The table below gives the stiffness of fcc copper, computed by plane-wave density-functional theory with five functionals, and its PBE row looks wrong. The PBE bulk modulus, the resistance to uniform squeezing, is 129 GPa, which is 8 to 10 GPa less than its neighbours in the series suggest. Those neighbours are r2SCAN and RPBE once the rows are put in order of the volume to which each functional relaxes the crystal. That order also explains the rest of the table.

Elastic constants of fcc copper from VASP 6.6.1, by plane-wave DFT with PAW potentials and no spin polarisation or dispersion correction, each at the cell relaxed with its own functional. All runs use a 600 eV cutoff, a 20 × 20 × 20 k-point mesh and Gaussian smearing of 0.1 eV; elastic 11 and 12 are C11 and C12 in Voigt order.

```tsv
functional	potentials	bulk modulus (GPa)	elastic 11 (GPa)	elastic 12 (GPa)
LDA	VASP-PAW-LDA-potentials,-recommended	184.30	230.80	161.00
PBE	VASP-PAW-PBE-potentials,-recommended	129.00	167.40	109.80
PBEsol	VASP-PAW-PBE-potentials,-recommended	164.70	208.60	142.70
RPBE	VASP-PAW-PBE-potentials,-recommended	120.80	156.20	103.10
r2SCAN	VASP-PAW-PBE-potentials,-recommended	158.90	201.20	137.70
```

**What happens in the PBE row**

The elastic constants show where the shortfall sits. C11 is the stress along a cube axis for a strain along the same axis, and C12 is the stress along one axis for a strain along another. In the PBE row both are low by nearly the same amount, between 9 and 10 GPa against a straight line between the neighbours. Their difference, which measures the resistance to one kind of change of shape at fixed volume, is where it should be. So the shortfall lies in the response to a change of volume and not in this resistance.

The table does not reveal the cause. All five runs are recorded as converged and none carries a warning. The makers of the data do caution, from tests on other systems, that the elastic response of a metal may not be converged with the k-point mesh at ordinary working settings. These runs, all on one mesh, cannot show whether that applies here. Such an error may contribute, but the general caution does not single out PBE. Resistance to a change of shape is usually more sensitive to the mesh in metals than the bulk modulus is, yet the one kind tested here is regular. Well-converged PBE calculations of copper usually give roughly 140 GPa, a recalled figure, which points to a numerical error and not to a property of PBE. Until it is settled, gaps of this size should not be interpreted, and those between PBEsol and r2SCAN and between PBE and RPBE are no larger.

**Why the functionals differ**

The large effect is safe from this trouble: from LDA to RPBE the bulk modulus falls by 64 GPa, about a third. It does not follow the sophistication of the functional. The three gradient-corrected functionals PBEsol, PBE and RPBE spread over 44 GPa, and r2SCAN, the most elaborate of the five, sits among them. The order is instead that of the relaxed volume, which grows from 10.9 Å³ per atom in LDA to 12.5 Å³ in RPBE. The wider the crystal, the softer it is, in every row.

The volumes differ for a known reason. LDA treats the electrons at each point as if they belonged to a uniform gas, and it binds atoms too tightly. A gradient correction lowers the energy where the density varies strongly, as it does in the outer parts of separated atoms, so it rewards moving the atoms apart. The correction is mild in PBEsol and stronger in PBE, and RPBE lets it grow faster towards the same upper limit. r2SCAN also uses the kinetic energy density to tell kinds of bonding apart; its volume comes out close to that of PBEsol.

A wider crystal is softer because what resists compression fades with distance. The electron sea becomes thinner, and the filled d shells of neighbouring atoms overlap less. A diatomic molecule pulled at both ends by a constant force behaves in the same way: its bond gets longer, and it also gets softer, because the energy curve bends upwards less strongly as the bond stretches. The likeness holds as long as the pull is constant, and this is the point at which copper probably departs from it.

**How large the effect should be**

Suppose that a functional differs from LDA only by a constant outward pressure $P$. Its energy is then $E(V)=E_{\mathrm{LDA}}(V)-PV$, where $V$ is the volume per atom. The bulk modulus is $B=V\,d^2E/dV^2$, and a term linear in $V$ adds nothing to it. Every functional would therefore have the stiffness of LDA copper stretched to the same volume:

$$B \approx B_{\mathrm{LDA}}\left(\frac{V_{\mathrm{LDA}}}{V}\right)^{B'}$$

Here $B'$ is the rate at which the bulk modulus grows with pressure, roughly 5 for copper (a recalled value).

RPBE serves as the worked case. Its volume is 1.139 times that of LDA, so the estimate is $184.3/1.139^5\approx 96$ GPa. The calculation gives 121 GPa, so the estimate is about 20% too low. The RPBE modulus was not used to set any constant; LDA is the anchor. The constant push thus gets the direction right and exaggerates the softening, and it does so for each of the other four functionals.

The likely reason is that the push is not constant. Once the atoms are far apart, moving them further changes nothing, so the push must die out at large volume. If it already weakens near the relaxed volume, the crystal meets less outward push when it expands and more when it is compressed. Both changes favour a return to the relaxed volume, and this adds stiffness. The misfit agrees with this argument but does not prove it, because no two bulk moduli were computed at the same volume and the value of $B'$ is rough.

Thinning of the electron sea alone would be too weak a cause. For free electrons the exponent is 5/3 in place of 5, which would leave RPBE at 148 GPa. A power law fitted to the four rows other than PBE has an exponent of about 3.3, between the two pictures. It follows those rows closely, but with two constants for four points that is a modest test. The printed output below gives both estimates and the fit for each row.

One difference between the runs could blur the comparison. LDA was run with its own potentials, which replace the inner electrons, while the other functionals share a set made for PBE. The fall from PBEsol to RPBE occurs within that one set, so the change of potentials does not create the trend. How much it alters single values is not known. The rows are also a selection, from which failed runs and runs that met a known fault of the program were left out, so the trend is shown for these five functionals only.

**What to do about it**

- Look at the relaxed volume before comparing elastic constants from different functionals. In this series one per cent more volume goes with roughly three per cent less bulk modulus, so a modest error in size becomes a noticeable error in stiffness.
- Do not assume that a common cell removes the difference. If the argument about the weakening push is right, RPBE copper held at the same volume as LDA copper would be the stiffer of the two. A pair of such runs would test it.
- Repeat the PBE run with denser k-point meshes, and check its bulk modulus against a curve of energy versus volume. If the value rises towards its neighbours' line while the difference between C11 and C12 stays put, the irregularity was numerical.
- Do not choose a functional from this table alone. It holds no measured value, and the calculations leave out temperature and zero-point motion, both of which usually soften a crystal.

Output of the analysis:

```
fit of y on 4 rows (odd < 0.5): constant 13.06 +/- 0.19, coefficient of x -3.277 +/- 0.079; rms 0.00528, worst LDA 0.00683, leave-one-out rms 0.0178
  rows outside the fit (model, value, miss): PBE 4.919, 4.86, 0.0589
Volume and stiffness:
     row  relaxed volume A^3 per atom  bulk modulus GPa  half of C11-C12 GPa
     LDA                        10.94             184.3                 34.9
     PBE                           12               129                 28.8
  PBEsol                        11.36             164.7                32.95
    RPBE                        12.45             120.8                26.55
  r2SCAN                        11.48             158.9                31.75
Models of the bulk modulus in GPa:
     row  computed  fitted power law  constant push  electron sea
     LDA     184.3             185.6          184.3         184.3
     PBE       129             136.8          115.8         157.8
  PBEsol     164.7             163.7          152.2         172.9
    RPBE     120.8             121.2          96.21         148.4
  r2SCAN     158.9             158.3          144.6           170
Exponent of volume in the bulk modulus, all five rows: -3.456
Rise of volume from LDA to RPBE, percent: 13.88
Fall of bulk modulus from LDA to RPBE, GPa: 63.5
Fall of bulk modulus from LDA to RPBE, percent: 34.45
Fall of half of C11-C12 from LDA to RPBE, percent: 23.93
Fall of bulk modulus from PBEsol to RPBE, same potentials, GPa: 43.9
Constant push with B' of 4 instead of 5, RPBE, GPa: 109.6
PBE below the line between its neighbours, bulk modulus, GPa: 9.495
PBE below the line between its neighbours, C11, GPa: 9.699
PBE below the line between its neighbours, C12, GPa: 9.369
PBE below the line between its neighbours, half of C11-C12, GPa: 0.165
Gap in bulk modulus PBEsol less r2SCAN, GPa: 5.8
Gap in bulk modulus PBE less RPBE, GPa: 8.2
```
